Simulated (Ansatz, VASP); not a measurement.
Given: the input of a run of Ansatz 0.2.0 on Mg6CrBi. The cell comes from a database or a generator and needn't be the stable form of this composition.

Contents of input.yaml:

```yaml
crystal:
  lattice:
    - [5.207084, 0.0, 0.0]
    - [0.0, 3.1696805, 5.517721]
    - [0.0, -3.1696805, 5.517721]
  atoms:
    - { symbol: Bi, position: [0.5, 0.667468, 0.667468] }
    - { symbol: Cr, position: [0.5, 0.166808, 0.166808], spin: 3.0 }
    - { symbol: Mg, position: [0.0, 0.837826, 0.837826] }
    - { symbol: Mg, position: [0.0, 0.330355, 0.330355] }
    - { symbol: Mg, position: [0.0, 0.321527, 0.843319] }
    - { symbol: Mg, position: [0.0, 0.843319, 0.321527] }
    - { symbol: Mg, position: [0.5, 0.167314, 0.665378] }
    - { symbol: Mg, position: [0.5, 0.665378, 0.167314] }
hamiltonian:
  xc: pbe
  pseudopotentials: { kind: paw }
magnetization:
  spin_polarized: true
kpoints:
  mp_grid: { grid: [5, 5, 5] }
scf:
  occupations: { method: fermi_dirac, width: 0.05 }
output:
  forces: true
  stress: true
  eigenvalues: true
  write_density: true
  write_potential: true
  elf: true
  volumetric_format: npy
```

Potentials or basis: Ansatz PAW.

The run is started by

```console
$ ansatz run input.yaml --threads 4 --pin off --max-ram 10240MiB --backend cpu --events-out ev --progress --plain --runs-dir out
```

Q: Set up the same calculation for VASP 6.6.1. Potentials or basis there: PBE PAW files Bi_d, Cr_pv, Mg, 520 eV.

A: As run (cutoffs and basis follow the program's own potentials, and thresholds, step limits or extra output files can differ):

Contents of INCAR:

```
PREC = Accurate
ENCUT = 520
EDIFF = 1E-7
ISMEAR = -1
SIGMA = 0.05
LREAL = False
LASPH = True
NELM = 120
ALGO = Normal
ISIF = 2
LWAVE = False
LCHARG = False
ISPIN = 2
MAGMOM = 0 3 0 0 0 0 0 0
LORBIT = 11
LMAXMIX = 4
GGA = PE
NBANDS = 34
```

The input KPOINTS:

```
regular mesh
0
Gamma
  5 5 5
```

POSCAR

```
Mg6CrBi
1.0
    5.2070840000      0.0000000000      0.0000000000
    0.0000000000      3.1696805000      5.5177210000
    0.0000000000     -3.1696805000      5.5177210000
Bi Cr Mg
1 1 6
Direct
    0.5000000000      0.6674680000      0.6674680000
    0.5000000000      0.1668080000      0.1668080000
    0.0000000000      0.8378260000      0.8378260000
    0.0000000000      0.3303550000      0.3303550000
    0.0000000000      0.3215270000      0.8433190000
    0.0000000000      0.8433190000      0.3215270000
    0.5000000000      0.1673140000      0.6653780000
    0.5000000000      0.6653780000      0.1673140000
```

Potentials or basis: VASP PAW PBE potentials, release 64 (Bi_d, Cr_pv, Mg).

Run with:

```bash
$ cat potpaw_PBE.64/Bi_d/POTCAR potpaw_PBE.64/Cr_pv/POTCAR potpaw_PBE.64/Mg/POTCAR > POTCAR
$ mpirun -np 1 vasp_std > vasp.out
```

Both were run:

|  | Ansatz | VASP |
| --- | --- | --- |
| Pressure | -0.4 GPa | -0.5 GPa |
| Largest force | 0.157 eV/Å | 0.155 eV/Å |
| Net moment | 4.03 μB per cell | 4.03 μB per cell |

Ansatz's pressure holds a Pulay term of +0.01 GPa for its cutoff of 420 eV, which the other run lacks.

The potentials hold 89 and 39 valence electrons a cell.

Where Ansatz's input types no cutoff or centring, it takes its own default and a Γ-centred mesh.

The magnetic state is the one that the start led to; the real crystal's order can differ.

Pressure is positive in compression.
